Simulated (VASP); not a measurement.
Crystal: Sr.

```xyz
2
Lattice="0.0000 4.2364 4.2364 4.2364 0.0000 4.2364 4.2364 4.2364 0.0000" Properties=species:S:1:pos:R:3 pbc="T T T"
Sr    1.0591    1.0591    1.0591
Sr    7.4137    7.4137    7.4137
```

The cell was built by a generator and needn't be a form met in nature.

* Program: VASP 6.6.1
* Task: relaxation of cell and atoms
* Functional: LDA
* Potentials or basis: VASP PAW LDA potentials, release 64 (Sr_sv)
* Cutoff: 600 eV
* k mesh: 7 × 7 × 7
* Occupations: fermi-dirac, width 0.1 eV
* Spin: no spin polarisation

At the start: pressure 0.8 GPa; volume 76.03 Å³/atom.

How do energy, volume and symmetry change on relaxing?

Over 4 steps the energy falls by 48.9 meV/atom and the volume is 97.76 Å³/atom (+28.6 %); space group Fd-3m (No. 227, to 0.05 Å).

The path:
```
step  energy change (eV)  largest force (eV/Å)  pressure (GPa)  volume (Å³)
   1              0.0000                0.0000            0.79       152.06
   2             -0.0363                0.0000            0.61       160.42
   3             -0.0955                0.0000            0.12       187.30
   4             -0.0978                0.0000           -0.01       195.52
```

Final structure:
```cif
data_structure
_symmetry_space_group_name_H-M 'P 1'
_symmetry_Int_Tables_number 1
_cell_length_a 6.5148
_cell_length_b 6.5148
_cell_length_c 6.5148
_cell_angle_alpha 60.000
_cell_angle_beta 60.000
_cell_angle_gamma 60.000
_cell_volume 195.52
loop_
_atom_site_label
_atom_site_type_symbol
_atom_site_fract_x
_atom_site_fract_y
_atom_site_fract_z
_atom_site_occupancy
Sr1 Sr 0.12500 0.12500 0.12500 1
Sr2 Sr 0.87500 0.87500 0.87500 1
```

Caveat: the volume moved by over 15 % at a fixed basis, so the end points are rough.
